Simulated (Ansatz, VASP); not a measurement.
# Cross-check of K4Mg2Al8Si17O50 between VASP and Ansatz, part 3 of 4

Wanted: the spread between two codes on one cell, functional and k mesh. Of the first pair: The structure shown is frame 67 of Ansatz's trajectory.

VASP 6.6.1 and Ansatz 0.2.0.

So far. Step 3 (VASP: single point, PBE, pair 1): The run ends at a pressure of -0.32 GPa, with forces up to 8.6 eV/Å.

**6. VASP: single point, PBE, pair 2**

Level of this step: PBE; plane waves and PAW (Si, Al, K_sv, Mg, O) (VASP).

The same cell, functional and mesh now go to VASP, with its own data sets.

INCAR reads:

```
SYSTEM = K4Mg2Al8Si17O50
PREC = Accurate
ENCUT = 520
EDIFF = 1E-06
NELM = 120
ISMEAR = 0
SIGMA = 0.01
LREAL = Auto
ALGO = Normal
GGA = PE
NBANDS = 272
LORBIT = 11
LWAVE = .FALSE.
LCHARG = .FALSE.
ISIF = 2
LASPH = .TRUE.
GGA_COMPAT = .FALSE.
EFERMI = MIDGAP
NCORE = 2
```

POSCAR reads:

```
K4Mg2Al8Si17O50
1.0
   10.4587000000      0.0000000000      0.0000000000
    0.0000000000     10.4587000000      0.0000000000
    0.0000000000      0.0000000000     10.4587000000
Si Al K Mg O
17 8 4 2 50
Direct
    0.5816114814      0.2055417977      0.8663696253
    0.1062177900      0.7012248176      0.4282750246
    0.5592951323      0.9080478453      0.9882585790
    0.4207597503      0.6769101322      0.4817615956
    0.8644286575      0.8582328588      0.5905896526
    0.8651457638      0.1934561657      0.8798129787
    0.4077084150      0.7957011866      0.7663285112
    0.7175079121      0.5355158863      0.1613393634
    0.6781053095      0.7647891229      0.3576352702
    0.0625221108      0.3162821383      0.1018673449
    0.4000210351      0.3898572480      0.3962442751
    0.2075783797      0.0010135103      0.8218516642
    0.0289328502      0.8217847342      0.1408779294
    0.2072341687      0.0666143976      0.1037891899
    0.7761002801      0.9710862727      0.1925000239
    0.4272041458      0.5308499144      0.1534511937
    0.6036218651      0.2902750820      0.6079149416
    0.8621339172      0.1580597971      0.5742396283
    0.8132559496      0.2681786455      0.2710375094
    0.3221050417      0.7496342758      0.0883475002
    0.1940298507      0.5763335787      0.9198275120
    0.1035405930      0.3876389991      0.4000114737
    0.1127864840      0.2786675208      0.7006511325
    0.3192748621      0.3033551015      0.9513228221
    0.9311960377      0.9062694216      0.8878254468
    0.4867430943      0.0059758861      0.3737080134
    0.6627592339      0.6029716886      0.7980819796
    0.0950500540      0.0554466616      0.3527876313
    0.8206756098      0.5225697266      0.5006453957
    0.1197376347      0.7571877958      0.7261896794
    0.9428800903      0.5862296461      0.9644028417
    0.7308938969      0.6495836003      0.2712191764
    0.8417298517      0.8277223747      0.7305496859
    0.2752732175      0.0618623730      0.9454712345
    0.5053113676      0.2325241187      0.7307026686
    0.4442808380      0.5258014858      0.4895637125
    0.3198485471      0.4634801648      0.0514595504
    0.7021905208      0.9214625145      0.3225639898
    0.0579421917      0.4591297198      0.0839492480
    0.3367148881      0.6796733820      0.8616462849
    0.1542734757      0.1031772591      0.7353877633
    0.2476694044      0.3239886410      0.3974776980
    0.9988239456      0.2945777200      0.2408138679
    0.2947785098      0.0580186830      0.2350674558
    0.0634686911      0.5817262184      0.8185434136
    0.7629437693      0.4081195560      0.2005889833
    0.4543490109      0.7274039795      0.6334726113
    0.2108197003      0.2378211441      0.0765295878
    0.0859953914      0.9589145879      0.0959775115
    0.0948301414      0.5584250433      0.3766816143
    0.9371432396      0.2097392601      0.7304731946
    0.4649143775      0.4152332508      0.2509107250
    0.5243194661      0.0580569287      0.9303833172
    0.7938080259      0.5359365887      0.0183483607
    0.1955023091      0.3676843202      0.8400374808
    0.8553644334      0.2521537094      0.4391176724
    0.0039010584      0.7300429308      0.5722030463
    0.1109028847      0.7876887185      0.2799200665
    0.8413569564      0.0296977636      0.9116333770
    0.4894680983      0.2886592024      0.4891143259
    0.6834788262      0.9056096838      0.0668056259
    0.5314714066      0.7464312008      0.4223756299
    0.9220266381      0.7756508935      0.0190654670
    0.1577538317      0.7112643063      0.0378154073
    0.7250805549      0.2428408884      0.9068144224
    0.5635882089      0.5645634735      0.1081491964
    0.4237046669      0.8692571735      0.0577127176
    0.2637421477      0.7210073910      0.4527713769
    0.5538164399      0.8186581506      0.8510426726
    0.8950251943      0.8693145420      0.2136307572
    0.8171856923      0.1171369291      0.1981699446
    0.9178482985      0.0015871953      0.5761041047
    0.4962280207      0.3055064205      0.9562469523
    0.6783252221      0.4070678000      0.6411313070
    0.7762437014      0.7737768556      0.4863797604
    0.3117022192      0.9088796887      0.7125550977
    0.0888255711      0.9130962739      0.8239456147
    0.6919215581      0.1487565376      0.5772992819
    0.3645194910      0.6377083194      0.2316827139
    0.9629781904      0.2484630021      0.9869677876
    0.0440781359      0.3296298775      0.5620679434
```

KPOINTS reads:

```
Automatic mesh
0
Gamma
1 1 1
0 0 0
```

Potentials, in the order of the species: Si, Al, K_sv, Mg and O (PBE family, release 64).

Started as:

```sh
$ mpirun -np 8 vasp_gam
```

Numbers of over 12 decimals in the logs are rounded to 6 here.

Log:

```text
[... set-up lines as in an earlier step ...]
 entering main loop
       N       E                     dE             d eps       ncg     rms          rms(c)
DAV:   1     0.406607677402E+04    0.40661E+04   -0.25032E+05   552   0.156E+03
DAV:   2    -0.257401322439E+03   -0.43235E+04   -0.41465E+04   680   0.385E+02
DAV:   3    -0.652393754257E+03   -0.39499E+03   -0.39127E+03   648   0.124E+02
DAV:   4    -0.662923501020E+03   -0.10530E+02   -0.10469E+02   648   0.226E+01
[...]
DAV:  17    -0.572200340463E+03   -0.23693E-05   -0.13891E-04   744   0.324E-02    0.137E-02
DAV:  18    -0.572200345369E+03   -0.49058E-05   -0.38627E-05   624   0.135E-02    0.146E-02
DAV:  19    -0.572200344930E+03    0.43873E-06   -0.53238E-06   616   0.648E-03
   1 F= -.57220034E+03 E0= -.57220034E+03  d E =0.000000E+00
```

OUTCAR, selected parts (step 6):

```text
  Total       -9.2616479      0.6996065    -38.4573077    -13.3212811    -10.1443345    -31.0538613
  in kB      -12.9707691      0.9797861    -53.8587590    -18.6562116    -14.2069557    -43.4903671
  external PRESSURE =     -21.9499140 kB  Pullay stress =       0.0000000 kB

 POSITION                                       TOTAL-FORCE (eV/Angst)
 -----------------------------------------------------------------------------------
      6.08290      2.14970      9.06110        -4.570579     -1.021303      2.449181
      1.11090      7.33390      4.47920         1.245184      0.524696     -1.813761
      5.84950      9.49700     10.33590        -3.664711      2.814433     -4.349400
      4.40060      7.07960      5.03860        -5.582154     -1.595837      4.086902
      9.04080      8.97600      6.17680         1.267756     -1.029383     -3.161537
      9.04830      2.02330      9.20170         2.611799     -3.222523     -0.303888
      4.26410      8.32200      8.01480         2.375170     -2.199723      1.181902
      7.50420      5.60080      1.68740        -2.038074      4.921027     -7.340458
      7.09210      7.99870      3.74040         1.171561      2.096167      2.418758
      0.65390      3.30790      1.06540        -1.300399     -2.030937     -2.621312
[...]
0.30260      8.59480      1.47340        -1.433517     -2.271038     -0.322789
      2.16740      0.69670      1.08550         3.866538      0.178713     -0.453619
      8.11700     10.15630      2.01330         0.527288     -2.482785     -1.305937
[...]
-----------------------------------------------------------------------------------
    total drift:                                0.005718     -0.009211      0.018665

  FREE ENERGIE OF THE ION-ELECTRON SYSTEM (eV)
  ---------------------------------------------------
  free  energy   TOTEN  =      -572.2003449300 eV

  energy  without entropy=     -572.2003449300  energy(sigma->0) =     -572.20034493

[... 2 parts as in an earlier step ...]

[... 1 further part left out ...]
[key lines of the parts left out:]
E-fermi :   3.4665
```

The run ends at a pressure of -2.19 GPa, with forces up to 9.1 eV/Å.

**7. Side by side**

What differs besides the data sets and the points named for the pairs above, as far as they apply: the data sets hold 448 valence electrons in Ansatz (on its default PAW (the set named soft_2) files) and 432 in VASP. Total energies have different zeros and are not compared.

Forces on 9 of the 81 atoms, those with the largest forces and the largest differences (eV/Å; atoms numbered as in POSCAR):

```tsv
atom	Ansatz x, y, z	VASP x, y, z
Si3	-3.662, 2.810, -4.342	-3.665, 2.814, -4.349
Si4	-5.563, -1.679, 4.083	-5.582, -1.596, 4.087
Si8	-2.047, 4.920, -7.346	-2.038, 4.921, -7.340
Si17	-2.746, -6.821, -1.379	-2.806, -6.876, -1.424
O33	0.092, -0.805, 4.806	0.093, -0.820, 4.914
O39	0.773, 4.570, -1.973	0.774, 4.707, -2.017
O41	-0.162, 5.792, -3.444	-0.192, 5.898, -3.497
O46	0.806, -6.313, 4.239	0.805, -6.347, 4.281
O62	5.414, 3.274, -4.644	5.449, 3.270, -4.673
```

The forces differ by 33 meV/Å r.m.s., which is 1.5 % of the r.m.s. force of 2.156 eV/Å (both taken over all components).

**8. Ansatz: dynamics, PBE**

One frame of this run of dynamics is then solved in both programs, so the motion causes no difference.

The structure compared here is frame 200 of Ansatz's trajectory.

input.yaml reads:

```yaml
crystal:
  lattice:
    - [10.4587, 0.0, 0.0]
    - [0.0, 10.4587, 0.0]
    - [0.0, 0.0, 10.4587]
  atoms:
    - { symbol: Si, position: [0.53615, 0.21093, 0.90943] }
    - { symbol: Si, position: [0.14998, 0.69054, 0.41949] }
    - { symbol: Si, position: [0.58086, 0.90827, 0.97442] }
    - { symbol: Si, position: [0.44661, 0.6721, 0.51467] }
    - { symbol: Si, position: [0.84232, 0.86239, 0.58412] }
    - { symbol: Si, position: [0.83365, 0.20145, 0.88569] }
    - { symbol: Si, position: [0.43848, 0.72261, 0.7871] }
    - { symbol: Si, position: [0.70525, 0.51544, 0.14474] }
    - { symbol: Si, position: [0.68344, 0.75084, 0.37199] }
    - { symbol: Si, position: [0.05065, 0.34586, 0.10469] }
    - { symbol: Si, position: [0.3958, 0.38065, 0.41902] }
    - { symbol: Si, position: [0.26058, 0.00037, 0.77962] }
    - { symbol: Si, position: [0.0599, 0.83805, 0.12121] }
    - { symbol: Si, position: [0.21966, 0.09116, 0.09168] }
    - { symbol: Si, position: [0.73262, 0.97139, 0.19181] }
    - { symbol: Si, position: [0.43808, 0.48486, 0.13768] }
    - { symbol: Si, position: [0.60078, 0.31295, 0.64032] }
    - { symbol: Al, position: [0.82439, 0.16259, 0.57253] }
    - { symbol: Al, position: [0.84361, 0.25511, 0.24654] }
    - { symbol: Al, position: [0.34841, 0.75351, 0.11538] }
    - { symbol: Al, position: [0.1943, 0.58657, 0.96912] }
    - { symbol: Al, position: [0.10738, 0.38752, 0.4492] }
    - { symbol: Al, position: [0.08021, 0.23849, 0.72396] }
    - { symbol: Al, position: [0.26209, 0.30183, 0.96771] }
    - { symbol: Al, position: [0.92495, 0.91341, 0.83511] }
    - { symbol: K, position: [0.42224, 0.09089, 0.46226] }
    - { symbol: K, position: [0.69393, 0.63138, 0.70105] }
    - { symbol: K, position: [0.11457, 0.07993, 0.43255] }
    - { symbol: K, position: [0.81926, 0.48319, 0.43818] }
    - { symbol: Mg, position: [0.09178, 0.73371, 0.69725] }
    - { symbol: Mg, position: [0.92751, 0.57284, 0.92446] }
    - { symbol: O, position: [0.67903, 0.63217, 0.26301] }
    - { symbol: O, position: [0.84565, 0.8271, 0.71392] }
    - { symbol: O, position: [0.24615, 0.06804, 0.91877] }
    - { symbol: O, position: [0.52491, 0.27535, 0.76133] }
    - { symbol: O, position: [0.44909, 0.5308, 0.45027] }
    - { symbol: O, position: [0.31592, 0.4629, 0.04864] }
    - { symbol: O, position: [0.6639, 0.88815, 0.30983] }
    - { symbol: O, position: [0.07317, 0.48978, 0.06264] }
    - { symbol: O, position: [0.38078, 0.6401, 0.88764] }
    - { symbol: O, position: [0.21516, 0.10865, 0.68625] }
    - { symbol: O, position: [0.25783, 0.34276, 0.41463] }
    - { symbol: O, position: [0.02761, 0.30716, 0.23732] }
    - { symbol: O, position: [0.31645, 0.07564, 0.19674] }
    - { symbol: O, position: [0.08897, 0.61634, 0.84637] }
    - { symbol: O, position: [0.76331, 0.40402, 0.22492] }
    - { symbol: O, position: [0.43561, 0.65307, 0.66268] }
    - { symbol: O, position: [0.16601, 0.24311, 0.07327] }
    - { symbol: O, position: [0.13515, 0.96608, 0.1229] }
    - { symbol: O, position: [0.08833, 0.54549, 0.41765] }
    - { symbol: O, position: [0.89513, 0.22762, 0.73839] }
    - { symbol: O, position: [0.42521, 0.36731, 0.25044] }
    - { symbol: O, position: [0.54771, 0.05029, 0.88022] }
    - { symbol: O, position: [0.80431, 0.58859, 0.04379] }
    - { symbol: O, position: [0.16164, 0.3356, 0.83215] }
    - { symbol: O, position: [0.87328, 0.20846, 0.38777] }
    - { symbol: O, position: [0.06569, 0.77497, 0.52298] }
    - { symbol: O, position: [0.10784, 0.73786, 0.26554] }
    - { symbol: O, position: [0.83557, 0.04216, 0.87818] }
    - { symbol: O, position: [0.48862, 0.31637, 0.53282] }
    - { symbol: O, position: [0.69157, 0.92058, 0.06416] }
    - { symbol: O, position: [0.56854, 0.75338, 0.49553] }
    - { symbol: O, position: [0.96805, 0.85958, 0.98086] }
    - { symbol: O, position: [0.17884, 0.72491, 0.0467] }
    - { symbol: O, position: [0.67662, 0.22456, 0.9263] }
    - { symbol: O, position: [0.56405, 0.49106, 0.07656] }
    - { symbol: O, position: [0.46248, 0.86524, 0.04298] }
    - { symbol: O, position: [0.31376, 0.71689, 0.45393] }
    - { symbol: O, position: [0.55712, 0.80002, 0.8463] }
    - { symbol: O, position: [0.89353, 0.92081, 0.20112] }
    - { symbol: O, position: [0.74527, 0.12232, 0.19224] }
    - { symbol: O, position: [0.86884, 0.00457, 0.58474] }
    - { symbol: O, position: [0.42892, 0.24078, 0.98142] }
    - { symbol: O, position: [0.70787, 0.40547, 0.64779] }
    - { symbol: O, position: [0.80499, 0.76669, 0.47872] }
    - { symbol: O, position: [0.32013, 0.87324, 0.77335] }
    - { symbol: O, position: [0.08302, 0.92421, 0.77368] }
    - { symbol: O, position: [0.66971, 0.16933, 0.5793] }
    - { symbol: O, position: [0.40698, 0.64183, 0.19174] }
    - { symbol: O, position: [0.94153, 0.28232, 0.97264] }
    - { symbol: O, position: [0.05788, 0.31355, 0.57684] }
kpoints:
  mp_grid: { grid: [1, 1, 1] }
hamiltonian:
  xc: pbe
scf:
  occupations: { method: fixed }
output:
  forces: true
  stress: true
md:
  timestep: 1.0
  n_steps: 200
  ensemble: nve
  temperature: 600
  initial_velocities: maxwell_boltzmann
  seed: 343
```

Started as:

```sh
$ ansatz run input.yaml --threads 4 --pin off --max-ram 8192MiB --backend cpu --events-out ev --progress --plain --runs-dir out
```

Log:

```text
[...]
Crystal: 81 atoms, lattice volume = 1144.019 Å³
Basis set: ecut = 420 eV, 22335 PW (Γ), exchange–correlation on 144×144×144 points (8 copies of the dense FFT grid, shifted against one another)
Bands: 305, of which v1, the nominal top of the filled ones, is band 224 counted from 1 (223 counted from 0)
Symmetry: 1 space group operations
k-points: 1
[...]
atom  81  O      0.01978036     1.36260983    -2.14719824
  max |Σ_I F_I| component: 1.05e-4 eV/Å
--- Stress (GPa, compression-positive) ---
       -3.846333      -0.708038      -2.108585
       -0.708039      -1.903721       0.123405
       -2.108585       0.123400      -1.040545
  P = ⅓ Tr σ = -2.2635 GPa (-22.635 kbar)
--- MD trajectory: 200 steps, t = 0.0 → 200.0 fs ---
[...]
conserved energy: peak-to-peak 9.402e-2 eV (1.161e-3 eV/atom) over 200.0 fs
[key lines of the parts left out:]
SCF converged after 9 iterations
Free energy (F): -53553.447715 eV
Fermi energy:    3.598175 eV
```

(Continued in part 4 of 4.)

[Lines on the potential files, build, host, timing and source positions are cut from VASP's logs without a mark.]

[Logs are printed without paths, hosts, clocks, repeated set-up lines and the standing remarks that a program may print on its own settings, such as how far it seeks lower states.]

[Hosts, paths, dates, database ids (printed as entryN), source tags and the programs' standing remarks are cut or masked in the printed files.]
